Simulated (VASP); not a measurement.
All values below come from r2SCAN meta-GGA, VASP's PBE PAW potentials (set 64) (plane waves; VASP 6.6.1).

A VASP calculation is set up with these files.

INCAR:
```
SYSTEM  =  MnSi
PREC  =  Accurate; ENCUT  =  400; LREAL  =  .FALSE.
LASPH  =  .TRUE.
EDIFF  =  1E-7; NELM  =  100; ALGO  =  Normal
LMAXMIX  =  4; LMIXTAU  =  .TRUE.
ISMEAR  =  -5
METAGGA  =  R2SCAN
MAGMOM  =  4*1.1 4*-0.1
ISPIN  =  2
ISIF  =  2
LWAVE  =  .FALSE.; LCHARG  =  .FALSE.; LORBIT  =  11
NEDOS  =  601
LEFG  =  .TRUE.
```

POSCAR:
```
MnSi
1
    4.4788470057    -0.0000000000    -0.0000000000
   -0.0000000000     4.4788470057     0.0000000000
    0.0000000000     0.0000000000     4.4788470057
Mn Si
4 4
Direct
  0.8632981672   0.6367018328   0.3632981672
  0.3632981672   0.8632981672   0.6367018328
  0.1367018328   0.1367018328   0.1367018328
  0.6367018328   0.3632981672   0.8632981672
  0.1541663827   0.3458336173   0.6541663827
  0.6541663827   0.1541663827   0.3458336173
  0.8458336173   0.8458336173   0.8458336173
  0.3458336173   0.6541663827   0.1541663827
```

### KPOINTS
```
kpoints
0
G
 8 8 8
```

### KPOINTS_OPT
```
k-points along high-symmetry lines
8
Line-mode
Reciprocal
  0.000000   0.000000   0.000000 ! GAMMA
  0.000000   0.500000   0.000000 ! X

  0.000000   0.500000   0.000000 ! X
  0.500000   0.500000   0.000000 ! M

  0.500000   0.500000   0.000000 ! M
  0.000000   0.000000   0.000000 ! GAMMA

  0.000000   0.000000   0.000000 ! GAMMA
  0.500000   0.500000   0.500000 ! R

  0.500000   0.500000   0.500000 ! R
  0.000000   0.500000   0.000000 ! X

  0.500000   0.500000   0.500000 ! R
  0.500000   0.500000   0.000000 ! M

  0.500000   0.500000   0.000000 ! M
  0.500000   0.000000   0.000000 ! X_1
```

POTCAR, in this order: Mn_pv Si (PBE.64 set). Program: vasp_std.

Output of the run:

File OUTCAR:
```
 ion  position               nearest neighbor table
   1  0.863  0.637  0.363-   5 2.26   6 2.36   7 2.36   8 2.36   6 2.50   7 2.50   8 2.50   2 2.75
                             4 2.75   3 2.75   3 2.75   2 2.75   4 2.75
   2  0.363  0.863  0.637-   6 2.26   5 2.36   7 2.36   8 2.36   8 2.50   5 2.50   7 2.50   1 2.75
                             3 2.75   4 2.75   3 2.75   1 2.75   4 2.75
   3  0.137  0.137  0.137-   7 2.26   6 2.36   5 2.36   8 2.36   8 2.50   5 2.50   6 2.50   2 2.75
                             4 2.75   1 2.75   2 2.75   1 2.75   4 2.75
   4  0.637  0.363  0.863-   8 2.26   6 2.36   7 2.36   5 2.36   5 2.50   6 2.50   7 2.50   1 2.75
                             1 2.75   2 2.75   2 2.75   3 2.75   3 2.75
   5  0.154  0.346  0.654-   1 2.26   2 2.36   3 2.36   4 2.36   2 2.50   3 2.50   4 2.50   8 2.77
                             6 2.77   8 2.77   7 2.77   7 2.77   6 2.77
   6  0.654  0.154  0.346-   2 2.26   1 2.36   3 2.36   4 2.36   4 2.50   1 2.50   3 2.50   8 2.77
                             7 2.77   5 2.77   8 2.77   7 2.77   5 2.77
   7  0.846  0.846  0.846-   3 2.26   2 2.36   1 2.36   4 2.36   4 2.50   1 2.50   2 2.50   5 2.77
                             6 2.77   8 2.77   6 2.77   5 2.77   8 2.77
   8  0.346  0.654  0.154-   4 2.26   2 2.36   3 2.36   1 2.36   1 2.50   2 2.50   3 2.50   7 2.77
                             5 2.77   5 2.77   6 2.77   6 2.77   7 2.77
  LATTYP: Found a simple cubic cell.
 ALAT       =     4.4788470057
 Subroutine PRICEL returns:
 Original cell was already a primitive cell.
 Subroutine GETGRP returns: Found 12 space group operations
The static configuration has the point symmetry C_3 .
 The point group associated with its full space group is T   .
The dynamic configuration has the point symmetry C_3 .
...
```

**OSZICAR**
```
       N       E                     dE             d eps       ncg     rms          rms(c)
DAV:   1     0.704148024141E+03    0.70415E+03   -0.32723E+04  7792   0.168E+03
DAV:   2    -0.518314452502E+02   -0.75598E+03   -0.73315E+03  7592   0.522E+02
DAV:   3    -0.113850739134E+03   -0.62019E+02   -0.59833E+02  8856   0.157E+02
DAV:   4    -0.115672683456E+03   -0.18219E+01   -0.18060E+01  9096   0.267E+01
DAV:   5    -0.115708261576E+03   -0.35578E-01   -0.35568E-01  8894   0.413E+00    0.391E+01
DAV:   6    -0.106138522886E+03    0.95697E+01   -0.22089E+02  9028   0.110E+02    0.291E+01
DAV:   7    -0.965190348203E+02    0.96195E+01   -0.71200E+01  8254   0.614E+01    0.984E+00
DAV:   8    -0.966006808796E+02   -0.81646E-01   -0.28794E+00  8340   0.817E+00    0.410E+00
DAV:   9    -0.966849446560E+02   -0.84264E-01   -0.56058E-01  8032   0.547E+00    0.151E+00
DAV:  10    -0.967076841133E+02   -0.22739E-01   -0.44359E-02  8150   0.133E+00    0.640E-01
DAV:  11    -0.967094984139E+02   -0.18143E-02   -0.66303E-03  8660   0.534E-01    0.252E-01
DAV:  12    -0.967098812141E+02   -0.38280E-03   -0.18890E-03  7826   0.279E-01    0.132E-01
DAV:  13    -0.967103547537E+02   -0.47354E-03   -0.10522E-03  7968   0.219E-01    0.592E-02
DAV:  14    -0.967105108493E+02   -0.15610E-03   -0.26559E-04  7982   0.122E-01    0.117E-02
DAV:  15    -0.967105223230E+02   -0.11474E-04   -0.43396E-05  8568   0.435E-02    0.941E-03
DAV:  16    -0.967105271298E+02   -0.48068E-05   -0.82477E-06  8096   0.215E-02    0.367E-03
DAV:  17    -0.967105279079E+02   -0.77809E-06   -0.14141E-06  8432   0.707E-03    0.161E-03
DAV:  18    -0.967105280644E+02   -0.15655E-06   -0.17563E-07  4508   0.320E-03    0.637E-04
DAV:  19    -0.967105281708E+02   -0.10633E-06   -0.31656E-08  3988   0.121E-03    0.346E-04
DAV:  20    -0.967105282971E+02   -0.12635E-06   -0.10302E-08  3978   0.671E-04    0.139E-04
DAV:  21    -0.967105282464E+02    0.50728E-07   -0.13354E-09  3972   0.259E-04
   1 F= -.96710528E+02 E0= -.96710528E+02  d E =0.000000E+00  mag=     4.0000
       N       E                     dE             ncg
       N       E                     dE             ncg
```

### OUTCAR
```
------------------------ aborting loop because EDIFF is reached ----------------------------------------
  FORCE on cell =-STRESS in cart. coord.  units (eV):
  Direction    XX          YY          ZZ          XY          YZ          ZX
  --------------------------------------------------------------------------------------
  Total        0.0243562      0.0243562      0.0243562      0.0000000      0.0000000      0.0000000
  in kB        0.4343311      0.4343311      0.4343311      0.0000000      0.0000000      0.0000000
  external PRESSURE =       0.4343311 kB  Pullay stress =       0.0000000 kB
  volume of cell :       89.85
      direct lattice vectors                 reciprocal lattice vectors
     4.478847006  0.000000000  0.000000000     0.223271748  0.000000000  0.000000000
     0.000000000  4.478847006  0.000000000     0.000000000  0.223271748  0.000000000
     0.000000000  0.000000000  4.478847006     0.000000000  0.000000000  0.223271748
 POSITION                                       TOTAL-FORCE (eV/Angst)
 -----------------------------------------------------------------------------------
      3.86658      2.85169      1.62716         0.001183     -0.001183      0.001183
      1.62716      3.86658      2.85169         0.001183      0.001183     -0.001183
      0.61227      0.61227      0.61227        -0.001183     -0.001183     -0.001183
      2.85169      1.62716      3.86658        -0.001183      0.001183      0.001183
      0.69049      1.54894      2.92991         0.001788     -0.001788      0.001788
      2.92991      0.69049      1.54894         0.001788      0.001788     -0.001788
      3.78836      3.78836      3.78836        -0.001788     -0.001788     -0.001788
      1.54894      2.92991      0.69049        -0.001788      0.001788      0.001788
 -----------------------------------------------------------------------------------
    total drift:                                0.000002      0.000004      0.000000
  FREE ENERGIE OF THE ION-ELECTRON SYSTEM (eV)
  ---------------------------------------------------
  free  energy   TOTEN  =       -96.7105282464 eV

  energy  without entropy=      -96.7105282464  energy(sigma->0) =      -96.71052825

 total charge

# of ion       s       p       d       tot
------------------------------------------
    1        0.368   6.422   5.294  12.084
    2        0.368   6.422   5.294  12.084
    3        0.368   6.422   5.294  12.084
    4        0.368   6.422   5.294  12.084
    5        0.733   0.933   0.000   1.666
    6        0.733   0.933   0.000   1.666
    7        0.733   0.933   0.000   1.666
    8        0.733   0.933   0.000   1.666
--------------------------------------------------
tot          4.404  29.420  21.174  54.998

 magnetization (x)

# of ion       s       p       d       tot
------------------------------------------
    1       -0.001   0.005   1.121   1.126
    2       -0.001   0.005   1.121   1.126
    3       -0.001   0.005   1.121   1.126
    4       -0.001   0.005   1.121   1.126
    5       -0.019  -0.055   0.000  -0.074
    6       -0.019  -0.055   0.000  -0.074
    7       -0.019  -0.055   0.000  -0.074
    8       -0.019  -0.055   0.000  -0.074
--------------------------------------------------
tot         -0.080  -0.198   4.486   4.208

 Electric field gradients after diagonalization (V/A^2)
 (convention: |V_zz| > |V_xx| > |V_yy|)
----------------------------------------------------------------------
 ion       V_xx      V_yy      V_zz     asymmetry (V_yy - V_xx)/ V_zz
----------------------------------------------------------------------
   1      -0.113    -0.113     0.227       0.000
   2      -0.113    -0.113     0.227       0.000
   3      -0.113    -0.113     0.227       0.000
   4      -0.113    -0.113     0.227       0.000
   5      17.849    17.849   -35.698       0.000
   6      17.849    17.849   -35.698       0.000
   7      17.849    17.849   -35.698       0.000
   8      17.849    17.849   -35.698       0.000
```
(Selected blocks of OUTCAR.)

For a metal the tetrahedron method with Blöchl corrections gives inexact stress and forces.

The compound is MnSi in the B20 structure. It was relaxed first, which changed the volume by -5 %.
